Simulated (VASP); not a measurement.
Energy against volume of Ni3Si (L1_2). All values below come from revTPSS meta-GGA, VASP's PBE PAW potentials (set 64) (plane waves; VASP).

```csv
V (Å³/atom),E (eV/atom)
9.698,-3.48331
10.007,-3.50821
10.317,-3.51597
10.626,-3.50932
10.936,-3.49054
```

Question: Fit a third-order Birch-Murnaghan equation of state.

Answer: 
```yaml
volume_per_atom: 10.32 Å^3/atom
bulk_modulus: 2480 kbar
pressure_derivative_of_the_bulk_modulus: 4.76
lattice_constant_a: 3.456 Å
```

Measured: a 3.510 Å (computed value off by -1.5 %), as given by Metallic Nickel Silicides: Experiments and Theory for NiSi and First Principles Calculations for Other Phases, …. The calculation is for a static lattice, while the measured a holds thermal and zero-point effects, which are part of the difference.

The compound is Ni3Si in the L1_2 structure. It was relaxed first. The run is not spin-polarised, so no magnetic state was tried.
